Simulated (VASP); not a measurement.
**Ca3SbP: single point with LDA**

Crystal: Ca3SbP.

```
Ca Sb P
1.0
     5.33932    0.00000    0.00000
     0.00000    5.33932    0.00000
     0.00000    0.00000    5.33932
Ca Sb P
3 1 1
Direct
  0.99139 0.50000 0.50000
  0.46572 0.00000 0.50000
  0.46572 0.50000 0.00000
  0.02633 0.00000 0.00000
  0.49634 0.50000 0.50000
```

The cell comes from a database or a generator and needn't be the stable form of this composition.

The cell isn't the ideal one: mode 1 frozen in at -0.180 Å, equal normal strain along x, y and z +0.0167.

```
Program             : VASP 6.6.1
Task                : single point
Functional          : LDA
Potentials or basis : VASP PAW LDA potentials, release 64 (Ca_sv, Sb, P)
Cutoff              : 520 eV
k mesh              : 6 × 6 × 6
Occupations         : gaussian, width 0.05 eV
Spin                : no spin polarisation
```

| Quantity | Value |
| --- | --- |
| Pressure | -1.6 GPa |
| Largest force | 0.074 eV/Å |
| Band gap on the k mesh | 0.71 eV, direct |

Forces in eV/Å, atoms in the order of the input:
```
Ca   0.001  0.000  0.000
Ca  -0.014  0.000  0.000
Ca  -0.014  0.000  0.000
Sb   0.074  0.000  0.000
P   -0.047  0.000  0.000
```

Stress tensor (GPa, compression positive):
```
-1.17  0.00  0.00
 0.00 -1.88  0.00
 0.00  0.00 -1.88
```

Levels at points of the mesh, in eV from the valence-band top:
| k point | band 17 | band 18 | band 19 | band 20 | band 21 | band 22 | band 23 | band 24 |
| --- | --- | --- | --- | --- | --- | --- | --- | --- |
| (0.00, 0.00, 0.00) | -1.65 | -0.06 | 0.00 | 0.00 | 0.71 | 0.77 | 1.03 | 1.07 |
| (0.50, 0.00, 0.00) | -1.55 | -1.55 | -0.90 | -0.90 | 1.37 | 1.59 | 1.77 | 2.79 |
| (0.00, 0.50, 0.00) | -1.54 | -1.53 | -0.91 | -0.83 | 1.35 | 1.61 | 1.78 | 2.66 |
| (0.50, 0.50, 0.00) | -1.73 | -1.19 | -1.13 | -0.87 | 1.83 | 1.89 | 1.92 | 2.26 |
| (0.00, 0.50, 0.50) | -1.70 | -1.15 | -1.15 | -0.75 | 1.79 | 1.79 | 1.86 | 2.17 |
| (0.50, 0.50, 0.50) | -3.05 | -1.54 | -1.54 | -1.49 | 2.00 | 2.07 | 2.07 | 2.82 |

Run time: 5.1 min on 1 thread of Intel(R) Xeon(R) Platinum 8375C CPU @ 2.90GHz (Ice Lake), on a shared host, peak memory 0.3 GiB.

Caveat: spin-orbit coupling is left out, which moves the levels of the heavy elements. A k mesh can miss the band edges.
